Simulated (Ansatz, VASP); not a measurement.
# Si3H10C3 (SiC wire along [100], 6 atoms a period, H-terminated) in two plane-wave programs

Aim: how closely do two programs agree when they are given the same cell, functional and k mesh? Of the first pair: The structure shown is the start of the Ansatz relaxation below; VASP solves that cell, so the two are compared at the walk's first step.

Main program and level: Ansatz 0.2.0; plane waves, with VASP 6.6.1 beside it; single point at PBE.

### Step 1. The structure

The cell holds 16 atoms: 3 Si, 10 H and 3 C. Its edges and angles: a = 11.580 Å, b = 11.580 Å, c = 4.380 Å, α = 90.0°, β = 90.0°, γ = 90.0°. Vacuum lies along a and b. The structure's axis is c.

As a file:

```cif
data_structure
_symmetry_space_group_name_H-M 'P 1'
_symmetry_Int_Tables_number 1
_cell_length_a 11.5800
_cell_length_b 11.5800
_cell_length_c 4.3800
_cell_angle_alpha 90.000
_cell_angle_beta 90.000
_cell_angle_gamma 90.000
_cell_volume 587.34
loop_
_atom_site_label
_atom_site_type_symbol
_atom_site_fract_x
_atom_site_fract_y
_atom_site_fract_z
_atom_site_occupancy
Si1 Si 0.44401 0.44401 0.00000 1
Si2 Si 0.44401 0.63313 0.50000 1
Si3 Si 0.63313 0.44401 0.50000 1
H4 H 0.59441 0.59441 0.10237 1
H5 H 0.37072 0.37072 0.19377 1
H6 H 0.37072 0.70642 0.30623 1
H7 H 0.70642 0.37072 0.30623 1
H8 H 0.29361 0.48273 0.60237 1
H9 H 0.48273 0.29361 0.60237 1
H10 H 0.51730 0.70642 0.69377 1
H11 H 0.70642 0.51730 0.69377 1
H12 H 0.29361 0.59441 0.89763 1
H13 H 0.59441 0.29361 0.89763 1
C14 C 0.53857 0.53857 0.25000 1
C15 C 0.34945 0.53857 0.75000 1
C16 C 0.53857 0.34945 0.75000 1
```

### Step 2. Ansatz: relaxation, PBE

Ansatz runs on its default PAW (the set named soft_2) files.

The two programs are compared at the cell with which this relaxation starts, whose forces are those of its first step.

Contents of input.yaml:

```yaml
crystal:
  lattice:
    - [11.58, 0.0, 0.0]
    - [0.0, 11.58, 0.0]
    - [0.0, 0.0, 4.38]
  atoms:
    - { symbol: Si, position: [0.444009698, 0.444009698, 0.0] }
    - { symbol: H, position: [0.594409724, 0.594409724, 0.102367054] }
    - { symbol: H, position: [0.37071912, 0.37071912, 0.193768241] }
    - { symbol: C, position: [0.538569283, 0.538569283, 0.25] }
    - { symbol: H, position: [0.37071912, 0.706419447, 0.306231759] }
    - { symbol: H, position: [0.706419447, 0.37071912, 0.306231759] }
    - { symbol: Si, position: [0.444009698, 0.633128869, 0.5] }
    - { symbol: Si, position: [0.633128869, 0.444009698, 0.5] }
    - { symbol: H, position: [0.293609672, 0.482728843, 0.602367054] }
    - { symbol: H, position: [0.482728843, 0.293609672, 0.602367054] }
    - { symbol: H, position: [0.517300276, 0.706419447, 0.693768241] }
    - { symbol: H, position: [0.706419447, 0.517300276, 0.693768241] }
    - { symbol: C, position: [0.349450112, 0.538569283, 0.75] }
    - { symbol: C, position: [0.538569283, 0.349450112, 0.75] }
    - { symbol: H, position: [0.293609672, 0.594409724, 0.897632946] }
    - { symbol: H, position: [0.594409724, 0.293609672, 0.897632946] }
kpoints:
  mp_grid: { grid: [1, 1, 19] }
scf:
  occupations: { method: fermi_dirac, width: 0.05 }
hamiltonian:
  xc: pbe
relax:
  cell: { fix: [a, b, alpha, beta, gamma] }
  max_steps: 60
```

Launch:

```console
> ansatz run input.yaml --threads 4 --pin off --max-ram 16384MiB --backend cpu --events-out ev --progress --plain --runs-dir out
```

Numbers of over 12 decimals in the logs are rounded to 6 here.

Log:

```text
Engine: ansatz 0.2.0, aarch64-unknown-linux-gnu
Pseudopotentials: kind: paw
Pseudopotential: Si, paw, valence charge 4, recommended cutoff 420 eV (normal), Si.paw.azcp
Pseudopotential: H, paw, valence charge 1, recommended cutoff 420 eV (normal), H.paw.azcp
Pseudopotential: C, paw, valence charge 4, recommended cutoff 420 eV (normal), C.paw.azcp
Functional definition: PBE
  parameter kappa = 0.804
  parameter beta = 0.066725
  exchange = pbe_x(kappa = kappa, mu = beta*pi^2/3)
  correlation = pbe_c(beta = beta)
Crystal: 16 atoms, lattice volume = 587.342 Å³
Basis set: ecut = 420 eV, 11487 PW (Γ), exchange–correlation on 160×160×60 points (8 copies of the dense FFT grid, shifted against one another)
Bands: 33, of which v1, the nominal top of the filled ones, is band 17 counted from 1 (16 counted from 0)
Symmetry: 2 space group operations
Space group: Cm (ITA 8), of the structure as read, at distance tolerance 8.4e-5 Å
k-points: 10 of 19 (time reversal used)
Non-local potential: Si, projectors of the file, l = 0: 2, l = 1: 2, l = 2: 2
Non-local potential: H, projectors of the file, l = 0: 2, l = 1: 1
Non-local potential: C, projectors of the file, l = 0: 2, l = 1: 2, l = 2: 1
PAW form: soft (Blöchl's): semilocal exchange-correlation on the pseudo side does not see the compensation charge
PAW one-centre angular grid: Si, 110 points (default); XC on 64 Gauss nodes
PAW one-centre angular grid: H, 110 points (default); XC on 64 Gauss nodes
PAW one-centre angular grid: C, 110 points (default); XC on 64 Gauss nodes
Initial density: superposition of atomic densities (neutral atoms: chi_scale 0, normalization atom), corrected by the library's trained network
Initial wavefunctions: pseudopotential atomic-orbital guess
Functional: x = pbe(κ = 0.804, μ = 0.219515), c = pbe(β = 0.066725)
SCF iter   1: F=—  HF=-2820.650335 eV  |F-HF|=—  |Δ(HF+E_count)|=         —  Δρ=2.34e-3  dr2=4.01e-2  ethr=1.77e-3  ⟨swp⟩=8.3  Hψ=2208  notcnv=0  defer=14
preconditioner: auto → Resta (q_TF=auto, 1.697 Å⁻¹)  ε∞=1.6  [insulator: Δε(μ)=5.217 eV  Ē_g=11.424 eV  σ=0.050 eV  W_gap=1.00  n_scr=46 (ndim 8)  ℏωp=8.9 eV  f_vac=0.662  D(μ)=0.00/eV (n_scr^D=0)  ε∞_Penn≈1.6  vacuum switching on, ρ_ref=9.5e-3 e/Å³]
SCF iter   2: F=—  HF=-2820.649993 eV  |F-HF|=—  |Δ(HF+E_count)|=   3.42e-4  Δρ=9.19e-4  dr2=4.73e-3  ethr=1.18e-4  ⟨swp⟩=2.1  Hψ=584  notcnv=0  defer=110
SCF iter   3: F=—  HF=-2820.652237 eV  |F-HF|=—  |Δ(HF+E_count)|=   2.24e-3  Δρ=4.04e-4  dr2=7.48e-4  ethr=1.39e-5  ⟨swp⟩=2.0  Hψ=423  notcnv=0  defer=110
SCF iter   4: F=—  HF=-2820.653387 eV  |F-HF|=—  |Δ(HF+E_count)|=   1.15e-3  Δρ=9.54e-5  dr2=4.51e-5  ethr=2.20e-6  ⟨swp⟩=2.0  Hψ=430  notcnv=0  defer=110
SCF iter   5: F=—  HF=-2820.653464 eV  |F-HF|=—  |Δ(HF+E_count)|=   7.65e-5  Δρ=2.96e-5  dr2=4.96e-6  ethr=1.33e-7  ⟨swp⟩=2.0  Hψ=478  notcnv=0  defer=110
SCF iter   6: F=—  HF=-2820.653469 eV  |F-HF|=—  |Δ(HF+E_count)|=   5.34e-6  Δρ=1.09e-5  dr2=9.51e-7  ethr=1.46e-8  ⟨swp⟩=2.0  Hψ=388  notcnv=0  defer=110
SCF iter   7: F=-2820.653469 eV  HF=-2820.653469 eV  |F-HF|=2.41e-7  |Δ(HF+E_count)|=   8.69e-8  Δρ=2.81e-6  dr2=3.63e-8  ethr=2.94e-10  ⟨swp⟩=4.0  Hψ=1146  notcnv=0
SCF 1 converged in 7 iterations: F = -2820.653469 eV  dr2 = 3.63e-8
  greatest PAW one-centre occupation: 0.643 electrons in one spin orbital (limit 2), on the C atom at site 13 (counted from 0), in its partial waves of l = 0
relax step   1: F+E_penalty+E_count = -2820.65346931 eV  Δ(F+E_penalty+E_count) = +0.000e0 eV  max|allowed force component| = 7.316e-1 eV/Å  Δτ_max = 0.0000 Å  P = +0.041 GPa  Ω = 587.342 Å³  fix = [a, b, alpha, beta, gamma]  reactions: a -0.089, b -0.089 GPa; alpha -0.043, beta -0.043, gamma +0.092 GPa/rad  (7 SCF iters, dr2 threshold 1.00e-7 eV, accepted)
[...]
relax step  10: F+E_penalty+E_count = -2820.83589146 eV  Δ(F+E_penalty+E_count) = +5.376e-5 eV  max|allowed force component| = 1.413e-2 eV/Å  Δτ_max = 0.0055 Å  P = -0.001 GPa  Ω = 628.869 Å³  energy of the carried Pulay correction = -2.494e-3 eV  fix = [a, b, alpha, beta, gamma]  reactions: a +0.000, b +0.000 GPa; alpha -0.001, beta -0.001, gamma +0.001 GPa/rad  (6 SCF iters, dr2 threshold 1.99e-8 eV, accepted)
[...]
relax step  11: F+E_penalty+E_count = -2820.83598500 eV  Δ(F+E_penalty+E_count) = -9.355e-5 eV  max|allowed force component| = 2.483e-3 eV/Å  Δτ_max = 0.0019 Å  P = -0.000 GPa  Ω = 628.728 Å³  energy of the carried Pulay correction = -2.437e-3 eV  fix = [a, b, alpha, beta, gamma]  reactions: a +0.000, b +0.000 GPa; alpha -0.000, beta -0.000, gamma -0.001 GPa/rad  (5 SCF iters, dr2 threshold 1.25e-8 eV, accepted)
[...]
relax step  12: F+E_penalty+E_count = -2820.83845504 eV  Δ(F+E_penalty+E_count) = -2.470e-3 eV  max|allowed force component| = 2.401e-3 eV/Å  Δτ_max = 0.0000 Å  P = +0.001 GPa  Ω = 628.728 Å³  fix = [a, b, alpha, beta, gamma]  reactions: a -0.000, b -0.000 GPa; alpha +0.000, beta +0.000, gamma -0.001 GPa/rad  stress off target by 4.19e-3 GPa on what of the cell is left free  SCF on the basis re-selected at this cell (its energy is not comparable with the rows above)  (6 SCF iters)
basis re-selected at this cell: Δ(F+E_penalty+E_count) = -2.470e-3 eV, ΔP = +0.001 GPa vs the last step (what re-selecting the basis moved, of the pressure what is left beyond the Pulay correction that the steps carried, after the strain that the cell walked since its last selection, with what the two solves' SCF thresholds leave and, on support functions, any second-order correction that the steps lacked; it is no m [...]
SCF converged after 6 iterations
Free energy (F): -2820.838455 eV
Harris-Foulkes:  -2820.838455 eV  (|F-HF|=4.37e-10)
Internal energy: -2820.838455 eV  (E = F + TS)
E sigma→0 (E₀):  -2820.838455 eV
Fermi energy:    -2.208286 eV
--- Per-component energies (eV) ---
  E_band       = -304.007209
  E_kinetic    = 534.931502
  E_local      = -4280.376187  (includes V_loc(G=0)·N_el)
  E_nonlocal   = 173.582057
  E_hartree    = 1869.704289
  E_xc         = -401.284886
  E_vxc        = -436.592826  (∫ρ·V_xc dr)
  E_paw        = -1842.229571  (= ΣΔE_a)
  E_vpaw       = -34.947328  (= ΣTr[D̂ρ^β])
  E_aug_tail   = -0.012980  (compensation charges beyond the density's cutoff)
  E_ewald      = 1124.847321
  E_smearing   = -0.000000  (= −TS)
  E_closure    = -0.000000  (closes the sum)
  Σ components = -2820.838455   (vs F -2820.838455, Δ=0.00e0)
--- Forces (eV/Å), atoms counted from 1 ---
  atom   1  Si     0.00206542     0.00206542    -0.00240094
  atom   2  H     -0.00063126    -0.00063126     0.00045978
  atom   3  H     -0.00100096    -0.00100096     0.00041528
  atom   4  C      0.00011346     0.00011346     0.00018731
  atom   5  H     -0.00007212     0.00024839     0.00014171
  atom   6  H      0.00024839    -0.00007212     0.00014171
  atom   7  Si     0.00075688    -0.00109836     0.00006057
  atom   8  Si    -0.00109836     0.00075688     0.00006057
  atom   9  H      0.00082179     0.00033127     0.00076912
  atom  10  H      0.00033127     0.00082179     0.00076912
  atom  11  H     -0.00000763     0.00005210    -0.00016329
  atom  12  H      0.00005210    -0.00000763    -0.00016329
  atom  13  C     -0.00040071    -0.00107017     0.00009974
  atom  14  C     -0.00107017    -0.00040071     0.00009974
  atom  15  H      0.00015079    -0.00026082    -0.00023927
  atom  16  H     -0.00026082     0.00015079    -0.00023927
  max |Σ_I F_I| component: 1.90e-6 eV/Å
--- Stress (GPa, compression-positive) ---
       -0.000424       0.000552      -0.000031
        0.000552      -0.000424      -0.000031
       -0.000030      -0.000030       0.004193
  P = ⅓ Tr σ = 0.0011 GPa (0.011 kbar)
--- Relaxed structure (10 steps of the walk, 9 accepted, 2 SCFs on fresh bases) ---
  F+E_penalty+E_count = -2820.83845504 eV   max|allowed force component| = 2.401e-3 eV/Å   (the final SCF, on the basis selected at the relaxed cell)
  cell:  # Å, volume = 628.7281 Å³
    - [11.58, 0, 0]
    - [0, 11.58, 0]
    - [0, 0, 4.688628]
  atoms:
    - { symbol: Si, position: [0.445246, 0.445246, -0.00599411] }
    - { symbol: H, position: [0.589292, 0.589292, 0.135618] }
    - { symbol: H, position: [0.366535, 0.366535, 0.159116] }
    - { symbol: C, position: [0.532024, 0.532024, 0.260471] }
    - { symbol: H, position: [0.363024, 0.703492, 0.318404] }
    - { symbol: H, position: [0.703492, 0.363024, 0.318404] }
    - { symbol: Si, position: [0.441383, 0.629154, 0.494877] }
    - { symbol: Si, position: [0.629154, 0.441383, 0.494877] }
    - { symbol: H, position: [0.295017, 0.485747, 0.636600] }
    - { symbol: H, position: [0.485747, 0.295017, 0.636600] }
    - { symbol: H, position: [0.519860, 0.709480, 0.654397] }
    - { symbol: H, position: [0.709480, 0.519860, 0.654397] }
    - { symbol: C, position: [0.354947, 0.541362, 0.757037] }
    - { symbol: C, position: [0.541362, 0.354947, 0.757037] }
    - { symbol: H, position: [0.301698, 0.599822, 0.887147] }
    - { symbol: H, position: [0.599822, 0.301698, 0.887147] }
```

[end of part 1 of 2]

[Lines on the potential files, build, host, timing and source positions are cut from VASP's logs without a mark.]

[Logs are printed without paths, hosts, clocks, repeated set-up lines and the standing remarks that a program may print on its own settings, such as how far it seeks lower states.]

[Hosts, paths, dates, database ids (printed as entryN), source tags and the programs' standing remarks are cut or masked in the printed files.]
